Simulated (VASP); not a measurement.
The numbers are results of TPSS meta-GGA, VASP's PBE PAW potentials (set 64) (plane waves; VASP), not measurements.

VASP input:

**POSCAR**
```
CdF2
3.9203330
  0.0000000000   0.7071068659   0.7071068659
  0.7071068659   0.0000000000   0.7071068659
  0.7071068659   0.7071068659   0.0000000000
Cd F
1 2
direct
  0.0000000000   0.0000000000   0.0000000000
  0.2500000000   0.2500000000   0.2500000000
  0.7500000000   0.7500000000   0.7500000000
```

KPOINTS:
```
Regular mesh
0
G
7 7 7
0 0 0
```

**INCAR**
```
ALGO=Normal
EDIFF=1E-7
ENCUT=520
ISIF=2
ISMEAR=0
LASPH=T
LCHARG=F
LMAXMIX=4
LMIXTAU=T
LREAL=F
LWAVE=F
METAGGA=TPSS
NELM=100
PREC=Accurate
SIGMA=0.05
SYSTEM=CdF2
```

POTCAR, in this order: Cd F (PBE.64 set). Program: vasp_std.

Output of the run:

File OSZICAR:
```
       N       E                     dE             d eps       ncg     rms          rms(c)
DAV:   1     0.210257981154E+03    0.21026E+03   -0.15580E+04   680   0.154E+03
DAV:   2    -0.120806172582E+01   -0.21147E+03   -0.20646E+03   799   0.404E+02
DAV:   3    -0.105220035240E+02   -0.93139E+01   -0.92959E+01   721   0.962E+01
DAV:   4    -0.105720399599E+02   -0.50036E-01   -0.50028E-01   832   0.695E+00
DAV:   5    -0.105722071171E+02   -0.16716E-03   -0.16716E-03   716   0.344E-01    0.108E+01
DAV:   6    -0.253559287944E+02   -0.14784E+02   -0.12555E+02   680   0.163E+02    0.114E+01
DAV:   7    -0.250592835888E+02    0.29665E+00   -0.61949E-01   685   0.157E+01    0.944E+00
DAV:   8    -0.247537746952E+02    0.30551E+00   -0.13674E+01   687   0.465E+01    0.553E+00
DAV:   9    -0.245014433920E+02    0.25233E+00   -0.36555E+00   689   0.221E+01    0.146E+00
DAV:  10    -0.246550393918E+02   -0.15360E+00   -0.10840E+00   756   0.144E+01    0.165E+00
DAV:  11    -0.244741125371E+02    0.18093E+00   -0.26521E-01   682   0.563E+00    0.473E-01
DAV:  12    -0.244898900354E+02   -0.15777E-01   -0.34075E-02   695   0.179E+00    0.191E-01
DAV:  13    -0.244812477743E+02    0.86423E-02   -0.40086E-03   681   0.870E-01    0.249E-01
DAV:  14    -0.244865446142E+02   -0.52968E-02   -0.14813E-02   680   0.158E+00    0.492E-02
DAV:  15    -0.244947894575E+02   -0.82448E-02   -0.22110E-03   724   0.612E-01    0.703E-02
DAV:  16    -0.244949519332E+02   -0.16248E-03   -0.15148E-04   686   0.128E-01    0.316E-02
DAV:  17    -0.244949475149E+02    0.44183E-05   -0.13597E-04   714   0.131E-01    0.135E-02
DAV:  18    -0.244949867662E+02   -0.39251E-04   -0.22522E-05   682   0.618E-02    0.744E-03
DAV:  19    -0.244950117374E+02   -0.24971E-04   -0.30324E-06   720   0.241E-02    0.476E-03
DAV:  20    -0.244950092558E+02    0.24815E-05   -0.18716E-06   694   0.156E-02    0.113E-03
DAV:  21    -0.244950123142E+02   -0.30584E-05   -0.24852E-07   562   0.649E-03    0.126E-03
DAV:  22    -0.244950123999E+02   -0.85689E-07   -0.98208E-08   509   0.399E-03
   1 F= -.24495012E+02 E0= -.24495012E+02  d E =-.660567E-17
```

OUTCAR:
```
------------------------ aborting loop because EDIFF is reached ----------------------------------------
  FORCE on cell =-STRESS in cart. coord.  units (eV):
  Direction    XX          YY          ZZ          XY          YZ          ZX
  --------------------------------------------------------------------------------------
  Total       -1.3235974     -1.3235974     -1.3235974      0.0000000      0.0000000      0.0000000
  in kB      -49.7751367    -49.7751367    -49.7751367      0.0000000      0.0000000      0.0000000
  external PRESSURE =     -49.7751367 kB  Pullay stress =       0.0000000 kB
  volume of cell :       42.60
      direct lattice vectors                 reciprocal lattice vectors
     0.000000000  2.772094381  2.772094381    -0.180369039  0.180369039  0.180369039
     2.772094381  0.000000000  2.772094381     0.180369039 -0.180369039  0.180369039
     2.772094381  2.772094381  0.000000000     0.180369039  0.180369039 -0.180369039
 POSITION                                       TOTAL-FORCE (eV/Angst)
 -----------------------------------------------------------------------------------
      0.00000      0.00000      0.00000         0.000000     -0.000000      0.000000
      1.38605      1.38605      1.38605        -0.000000     -0.000000     -0.000000
      4.15814      4.15814      4.15814         0.000000      0.000000      0.000000
 -----------------------------------------------------------------------------------
    total drift:                                0.000000     -0.000000      0.000000
  FREE ENERGIE OF THE ION-ELECTRON SYSTEM (eV)
  ---------------------------------------------------
  free  energy   TOTEN  =       -24.4950123999 eV

  energy  without entropy=      -24.4950123999  energy(sigma->0) =      -24.49501240
```
(Selected blocks of OUTCAR.)

OUTCAR:
```
 val. band max:       -2.1169204648   @ k =  -0.2857   0.4286   0.1429

 cond. band min:       0.9999576887   @ k =   0.0000   0.0000   0.0000


 Fermi energy:        -1.8261955176

 k-point     1 :       0.0000    0.0000    0.0000
  band No.  band energies     occupation
      1     -23.0140      2.00000
      2     -22.1475      2.00000
      3      -7.4032      2.00000
      4      -7.4032      2.00000
      5      -7.4032      2.00000
      6      -6.4761      2.00000
      7      -6.4761      2.00000
      8      -2.8595      2.00000
      9      -2.8594      2.00000
     10      -2.8594      2.00000
     11      -2.6324      2.00000
     12      -2.6324      2.00000
     13      -2.6324      2.00000
     14       1.0000      0.00000
     15      10.5880      0.00000
     16      10.5880      0.00000
     17      10.5880      0.00000

 k-point     2 :       0.1429    0.0000    0.0000
  band No.  band energies     occupation
      1     -22.9632      2.00000
      2     -22.1944      2.00000
      3      -7.3414      2.00000
      4      -7.3414      2.00000
      5      -7.2293      2.00000
      6      -6.4904      2.00000
      7      -6.4904      2.00000
      8      -3.4123      2.00000
      9      -3.0144      2.00000
     10      -3.0144      2.00000
     11      -2.7204      2.00000
     12      -2.5828      2.00000
     13      -2.5828      2.00000
     14       1.6827      0.00000
     15       9.7629      0.00000
     16      10.8385      0.00000
     17      10.8385      0.00000

 k-point     3 :       0.2857    0.0000    0.0000
  band No.  band energies     occupation
      1     -22.8309      2.00000
      2     -22.3110      2.00000
      3      -7.2146      2.00000
      4      -7.2146      2.00000
      5      -6.7886      2.00000
      6      -6.4891      2.00000
      7      -6.4891      2.00000
      8      -4.1280      2.00000
      9      -3.3279      2.00000
     10      -3.3279      2.00000
     11      -3.2649      2.00000
...
```

The compound is CdF2 in the fluorite structure. This cell is one point of a volume scan, at 1.06 of the reference volume.
